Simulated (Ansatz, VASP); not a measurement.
# InH in two plane-wave programs

Wanted: the spread between two codes on one cell, functional and k mesh. The cell is generated by rule, not measured, and may not be a known phase. The cell is taken from a series of runs on this material, whose earlier steps may have relaxed, scaled, displaced or heated it; both programs get it as it stands.

Main program and level: Ansatz 0.2.0; plane waves, with VASP 6.6.1 beside it; zone-centre phonons at PBEsol.

The structure was built from a prototype and need not be the compound's stable phase.

## (1) The structure

It takes space group P6_3/mmc (No. 194, hexagonal). Conventional cell: a = 3.326 Å, b = 3.326 Å, c = 6.241 Å, α = 90.00°, β = 90.00°, γ = 120.00°. In has 6 H at 2.47 Å nearest. H has 6 In at 2.47 Å nearest. Farther neighbours are not listed.

## (2) Ansatz: zone-centre phonons, PBEsol

Ansatz runs on its default PAW (the set named soft_2) files.

Second derivatives magnify differences that forces hide, and they need a tight electronic threshold.

input.yaml

```yaml
crystal:
  lattice:
    - [3.325888386, -2.5922e-06, 0.0]
    - [-1.6629419481, 2.8803051285, 0.0]
    - [0.0, 0.0, 6.2413504719]
  atoms:
    - { symbol: In, position: [0.0, 0.0, 0.0] }
    - { symbol: In, position: [0.0, 0.0, 0.5] }
    - { symbol: H, position: [0.3333333333, 0.6666666667, 0.25] }
    - { symbol: H, position: [0.6666666667, 0.3333333333, 0.75] }
kpoints:
  mp_grid: { grid: [12, 12, 6] }
hamiltonian:
  xc: pbesol
scf:
  occupations: { method: methfessel_paxton, width: 0.15 }
output:
  eigenvalues: true
phonons:
  method: dfpt
  qmesh: [3, 3, 1]
  temperatures: { t_max: 1000, t_step: 50 }
  qpath:
    path:
      - [[0.0, 0.0, 0.0], [0.5, 0.0, 0.0], [0.33333333, 0.33333333, 0.0], [0.0, 0.0, 0.0], [0.0, 0.0, 0.5], [0.5, 0.0, 0.5], [0.33333333, 0.33333333, 0.5], [0.0, 0.0, 0.5]]
      - [[0.5, 0.0, 0.5], [0.5, 0.0, 0.0]]
      - [[0.33333333, 0.33333333, 0.5], [0.33333333, 0.33333333, 0.0]]
    npoints: 10
```

On the command line:

```
ansatz run input.yaml --threads 4 --pin off --max-ram 7168MiB --backend cpu --events-out ev --progress --plain --runs-dir out
```

Numbers of over 12 decimals in the logs are rounded to 6 here.

Log:

```text
Engine: ansatz 0.2.0, aarch64-unknown-linux-gnu
Pseudopotentials: kind: paw
Pseudopotential: In, paw, valence charge 13, recommended cutoff 420 eV (normal), In.paw.azcp
Pseudopotential: H, paw, valence charge 1, recommended cutoff 420 eV (normal), H.paw.azcp
Functional definition: PBEsol
  exchange = pbesol_x
  correlation = pbesol_c
Crystal: 4 atoms, lattice volume = 59.789 Å³
Basis set: ecut = 420 eV, 1185 PW (Γ), exchange–correlation on 48×48×96 points (8 copies of the dense FFT grid, shifted against one another)
Bands: 18, of which v1, the nominal top of the filled ones, is band 14 counted from 1 (13 counted from 0)
Symmetry: 24 space group operations
k-points: 76 of 864
Non-local potential: In, projectors of the file, l = 0: 2, l = 1: 2, l = 2: 2, l = 3: 2
Non-local potential: H, projectors of the file, l = 0: 2, l = 1: 1
PAW form: soft (Blöchl's): semilocal exchange-correlation on the pseudo side does not see the compensation charge
PAW frozen core: In, regenerated for the run's functional, and the local potential with it (the file was generated under x = pbe(κ = 0.804, μ = 0.219515), c = pbe(β = 0.066725))
PAW one-centre angular grid: In, 590 points (default); XC on 64 Gauss nodes
PAW one-centre angular grid: H, 110 points (default); XC on 64 Gauss nodes
Initial density: superposition of atomic densities (neutral atoms: chi_scale 0, normalization atom), corrected by the library's trained network
Initial wavefunctions: pseudopotential atomic-orbital guess
Functional: x = pbesol(κ = 0.804, μ = 0.123457), c = pbesol(β = 0.046)
SCF iter   1: F=—  HF=-11080.237810 eV  |F-HF|=—  |Δ(HF+E_count)|=         —  Δρ=9.16e-3  dr2=4.61e-2  ethr=1.77e-3  ⟨swp⟩=5.4  Hψ=6443  notcnv=0
preconditioner: auto → Kerker (q_TF=auto, 2.404 Å⁻¹)  [metal: Δε(μ)=0.020 eV  Ē_g=14.823 eV  σ=0.150 eV  W_gap=0.11  n_scr=22 (ndim 8)  ℏωp=25.4 eV  f_vac=0.000  D(μ)=1.03/eV (n_scr^D=2)]
SCF iter   2: F=—  HF=-11080.224275 eV  |F-HF|=—  |Δ(HF+E_count)|=   1.35e-2  S|Δr|=    0.00e0  Δρ=4.48e-3  dr2=1.23e-2  ethr=1.65e-4  ⟨swp⟩=1.0  Hψ=1976  notcnv=0
SCF iter   3: F=—  HF=-11080.220415 eV  |F-HF|=—  |Δ(HF+E_count)|=   3.86e-3  S|Δr|=    0.00e0  Δρ=7.48e-4  dr2=2.41e-4  ethr=4.39e-5  ⟨swp⟩=2.6  Hψ=2230  notcnv=0
SCF iter   4: F=—  HF=-11080.220430 eV  |F-HF|=—  |Δ(HF+E_count)|=   1.59e-5  S|Δr|=    0.00e0  Δρ=2.61e-4  dr2=5.21e-5  ethr=8.61e-7  ⟨swp⟩=2.3  Hψ=2333  notcnv=0
SCF iter   5: F=—  HF=-11080.220440 eV  |F-HF|=—  |Δ(HF+E_count)|=   9.33e-6  S|Δr|=    0.00e0  Δρ=1.86e-4  dr2=1.83e-5  ethr=1.86e-7  ⟨swp⟩=1.0  Hψ=1354  notcnv=0
SCF iter   6: F=—  HF=-11080.220443 eV  |F-HF|=—  |Δ(HF+E_count)|=   3.67e-6  S|Δr|=    0.00e0  Δρ=1.09e-4  dr2=4.97e-6  ethr=6.55e-8  ⟨swp⟩=1.0  Hψ=1354  notcnv=0
SCF iter   7: F=—  HF=-11080.220438 eV  |F-HF|=—  |Δ(HF+E_count)|=   5.22e-6  S|Δr|=    0.00e0  Δρ=8.60e-6  dr2=3.57e-8  ethr=1.77e-8  ⟨swp⟩=2.0  Hψ=2174  notcnv=0
SCF iter   8: F=—  HF=-11080.220438 eV  |F-HF|=—  |Δ(HF+E_count)|=   6.51e-8  S|Δr|=    0.00e0  Δρ=1.06e-6  dr2=8.67e-10  ethr=1.27e-10  ⟨swp⟩=2.0  Hψ=2420  notcnv=0
SCF iter   9: F=-11080.220438 eV  HF=-11080.220438 eV  |F-HF|=3.64e-12  |Δ(HF+E_count)|=  1.95e-10  S|Δr|=    0.00e0  Δρ=1.15e-7  dr2=7.74e-12  ethr=1.00e-12  ⟨swp⟩=5.3  Hψ=6998  notcnv=0
SCF 1 converged in 9 iterations: F = -11080.220438 eV  dr2 = 7.74e-12
  greatest PAW one-centre occupation: 0.983 electrons in one spin orbital (limit 2), on the In atom at site 1 (counted from 0), in its partial waves of l = 2
phonons: the bands overlap, so this run is a metal and interpolates without the dipole-dipole term. If the crystal is really an insulator or semiconductor, its LO-TO splitting is missing
NSCF: frozen V_eff on 76 k-points
NSCF: frozen V_eff on 436 k-points
DFPT response loops at q = (0, 0, 0) (fractional): preconditioner auto → Kerker (q_TF=auto, 2.404 Å⁻¹) (partly filled bands, converged f_vac=0.000); β = 1.00, the filter's whole step (`scf.mixing.beta` (0.50) is not read by the response loops under this deck's `scf.mixing.preconditioner`; to damp them name `kerker` or `kerker_dos`, under which they read `scf.mixing.beta`, and type it under 1.00, their step now; both keys bind the ground state too); Broyden in place of MSR1
NSCF: frozen V_eff on 1728 k-points
DFPT response loops at q = (0, 0.333333, 0) (fractional): mixed as the last ones told, above
NSCF: frozen V_eff on 1728 k-points
DFPT response loops at q = (0.333333, 0.333333, 0) (fractional): mixed as the last ones told, above
SCF converged after 9 iterations
Stability not checked: this state was not tested for a lower state beside it, because cold or Methfessel-Paxton smearing, or corrected tetrahedra, fill the levels in a way that the test cannot read (fill_not_monotonic; see scf.lower_state_search)
Free energy (F): -11080.220438 eV
Harris-Foulkes:  -11080.220438 eV  (|F-HF|=3.64e-12)
Internal energy: -11080.220287 eV  (E = F + TS)
E sigma→0 (E₀):  -11080.220400 eV
Entropy (-TS):   -0.000151 eV (-0.038 meV/atom)
Fermi energy:    9.023595 eV
--- Per-component energies (eV) ---
  E_band       = -69.992287
  E_kinetic    = 507.546108
  E_local      = -2258.347248  (includes V_loc(G=0)·N_el)
  E_nonlocal   = 737.705796
  E_hartree    = 881.798037
  E_xc         = -445.217923
  E_vxc        = -223.094990  (∫ρ·V_xc dr)
  E_paw        = -8163.193944  (= ΣΔE_a)
  E_vpaw       = -597.396298  (= ΣTr[D̂ρ^β])
  E_aug_tail   = -0.001851  (compensation charges beyond the density's cutoff)
  E_ewald      = -2340.981067
  E_core_change = 0.471805  (= ΣΔE_core)
  E_smearing   = -0.000151  (= −TS)
  E_closure    = 0.000000  (closes the sum)
  Σ components = -11080.220438   (vs F -11080.220438, Δ=0.00e0)
--- Band table (eV; the first three rows and the last of 76) ---
  k-point 0: bands = [... 10 lower, -1.2283, 2.6958, 3.1684, 12.4961, 14.7712, 14.9720, 17.0456, 17.0456]
  k-point 1: bands = [... 10 lower, -1.1164, 1.6389, 4.4321, 11.5284, 14.8418, 15.3237, 17.1880, 17.1880]
  k-point 2: bands = [... 10 lower, -0.7780, 0.6013, 6.0820, 9.7542, 15.0363, 15.4739, 17.6054, 17.6054]
  k-point 75: bands = [... 10 lower, 5.0412, 5.0412, 5.9067, 5.9067, 8.2960, 8.2960, 13.3807, 13.3807]
--- Phonons (Γ-DFPT): 4 representative perturbations + reference (Σ response iterations 14) ---
  ASR residual: 6.188e-5 → 0.000e0 eV/Å²; symmetrization residual: 8.775e-7 eV/Å²
  ASR residual per site (eV/Å²): 6.19e-5 6.19e-5 5.71e-5 5.71e-5
  Γ frequencies (cm⁻¹): -556.82 -336.92 -327.93 -327.93 -228.27 -228.27 -42.26 -42.26 0.00 0.00 0.00 131.93
--- Phonons (arbitrary-q DFPT): 3 irreducible q on the 3×3×1 mesh ---
  q = [0.0000, 0.0000, 0.0000] (star 1, of the zone-centre solve; hermiticity 4.52e-7, symmetrization 1.45e-8): -556.82 -336.92 -327.93 -327.93 -228.27 -228.27 -42.26 -42.26 -0.00 -0.00 -0.00 131.93
  q = [0.0000, 0.3333, 0.0000] (star 6, 6 solved perturbations in 3660 linear systems a pass and spin channel, the states on 864 of 864 k-point pairs; hermiticity 2.13e-7, symmetrization 6.59e-8): -684.63 -570.98 -484.58 -350.37 -338.23 -147.05 -43.30 -24.81 53.25 80.53 99.36 123.12
  q = [0.3333, 0.3333, 0.0000] (star 2, 4 solved perturbations in 1726 linear systems a pass and spin channel, the states on 864 of 864 k-point pairs; hermiticity 1.54e-7, symmetrization 5.48e-8): -600.67 -533.54 -461.92 -461.92 -289.08 -289.08 -54.13 86.06 86.06 91.05 91.05 116.82
  sum rule: each row above includes the acoustic sum rule's correction from the zone centre's row sums; it moved no ω² by more than (3.92 cm⁻¹)²
  mesh force constants: q→R imaginary residual 0.00e0; ASR residual 6.188e-5 → 0.000e0 eV/Å²; symmetrization residual 2.665e-15 eV/Å²
  interpolated dispersion: 93 rows × 12 modes
  density of states and harmonic sums: on the 21×21×10 q-mesh, interpolated from the force constants of a 3×3×1 supercell (no non-analytic term)
  largest difference from the sums on the solved wave vectors: F 3.64e-1 eV, S 4.73e-4 and C_V 1.12e-4 eV/K
  zero-point energy: 0.023517 eV/cell   skipped modes (ω ≤ 0): 2006, of them read as no rigid motion or as one in doubt: 2003 (6.839e0 modes/cell left out, lowest -684.63 cm⁻¹)   left out of the sums: 5.70e-1 of the cell's modes: C_V's classical limit lies that fraction below 3 k_B per atom; for a crystal, a wire or a layer, F and S can be off by more, and a phonons.interpolated_qmesh denser along its periods is the remedy for the sampling
```

The column dr2 measures how far the density is from self-consistency, as an energy; F and HF (Harris–Foulkes) agree once it is small.

[end of part 1 of 2]

[Lines on the potential files, build, host, timing and source positions are cut from VASP's logs without a mark.]

[Logs are printed without paths, hosts, clocks, repeated set-up lines and the standing remarks that a program may print on its own settings, such as how far it seeks lower states.]

[Hosts, paths, dates, database ids (printed as entryN), source tags and the programs' standing remarks are cut or masked in the printed files.]
